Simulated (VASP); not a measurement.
Input:

```
CELL_PARAMETERS angstrom
      2.03458     1.17466     8.54702
     -2.03458     1.17466     8.54702
      0.00000    -2.34932     8.54702
ATOMIC_POSITIONS crystal
  K  0.00000 0.00000 0.00000
  Cu 0.85443 0.85443 0.85443
  Cu 0.14557 0.14557 0.14557
  Cu 0.55295 0.55295 0.55295
  Cu 0.44705 0.44705 0.44705
  As 0.75869 0.75869 0.75869
  As 0.24131 0.24131 0.24131
```

All values below come from PBEsol GGA, VASP's PBE PAW potentials (set 64) (plane waves; VASP). Numerical set-up: 400 eV cut-off, 10×10×10 Γ-centred mesh, tetrahedra with Blöchl corrections, potentials K_sv Cu As.

The cores are frozen, which limits the accuracy of field gradients.

Problem. Give the principal components of the electric field gradient (V/Å²) and the asymmetry η at each nucleus.

Solution. 
| atom | Vxx | Vyy | Vzz | η |
|---|---|---|---|---|
| K1 | 7.3 | 7.3 | -14.5 | 0.00 |
| Cu2 | 2.6 | 2.6 | -5.2 | 0.00 |
| Cu3 | 2.6 | 2.6 | -5.2 | 0.00 |
| Cu4 | -13.0 | -13.0 | 26.0 | 0.00 |
| Cu5 | -13.0 | -13.0 | 26.0 | 0.00 |
| As6 | 25.8 | 25.8 | -51.6 | 0.00 |
| As7 | 25.8 | 25.8 | -51.6 | 0.00 |

The structure comes from a computed database's Cu4KAs2 entry (R-3m); how it stands against other phases isn't given here. It was relaxed first.
